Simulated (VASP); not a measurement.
Given:

```yaml
crystal:
  lattice:
    - [4.79853, 0.00000, 0.00000]
    - [0.00000, 4.79853, 0.00000]
    - [0.00000, 0.00000, 4.79853]
  atoms:
    - { symbol: Si, position: [0.16242, 0.33758, 0.66242] }
    - { symbol: Si, position: [0.33758, 0.66242, 0.16242] }
    - { symbol: Si, position: [0.66242, 0.16242, 0.33758] }
    - { symbol: Si, position: [0.83758, 0.83758, 0.83758] }
    - { symbol: Ru, position: [0.87059, 0.62941, 0.37059] }
    - { symbol: Ru, position: [0.62941, 0.37059, 0.87059] }
    - { symbol: Ru, position: [0.37059, 0.87059, 0.62941] }
    - { symbol: Ru, position: [0.12941, 0.12941, 0.12941] }
```

These are PBE GGA, VASP's PBE PAW potentials (set 64) (plane waves; VASP) values and carry that method's errors. Settings: 300 eV cut-off, 6×6×6 Γ-centred mesh, Fermi-Dirac smearing of 0.020 eV, potentials Si Ru_pv.

At this cut-off the stress carries a Pulay error, which pulls relaxed volumes low.

Q: Give the force on each atom (eV/Å).

A: 
```csv
atom,Fx,Fy,Fz
Si1,0.070,-0.070,0.070
Si2,-0.070,0.070,0.070
Si3,0.070,0.070,-0.070
Si4,-0.070,-0.070,-0.070
Ru5,0.143,-0.143,0.143
Ru6,-0.143,0.143,0.143
Ru7,0.143,0.143,-0.143
Ru8,-0.143,-0.143,-0.143
```

Q: Give the stress tensor in GPa (positive for a compressed cell).

A: 
```
-9.24   0.00   0.00
 0.00  -9.24   0.00
 0.00   0.00  -9.24
```
The pressure is its mean diagonal, -9.24 GPa.

The structure comes from a computed database's SiRu entry; how it stands against other phases isn't given here. The cell was not relaxed at this level.
